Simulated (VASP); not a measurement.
Given:

```
K
1.0
   -2.60049     2.60049     2.60049
    2.60049    -2.60049     2.60049
    2.60049     2.60049    -2.60049
K
1
Direct
  0.00000   0.00000   0.00000
```

Calculation: PBE GGA with D4 dispersion, VASP's PBE PAW potentials (set 64) (plane waves; VASP). Settings: 520 eV cut-off, 11×11×11 Γ-centred mesh, tetrahedra with Blöchl corrections, potentials K_sv.

Q: Estimate the energy per atom (σ→0), band gap (on the k-mesh) with the smallest direct gap where there is one.

A: 
| Item | Value |
|---|---|
| band gap (on the k-mesh) | none (metal, semimetal or under 0.01 eV) |
| energy per atom (σ→0) | -1.117 eV/atom |

The compound is K in the bcc structure. It was relaxed first.
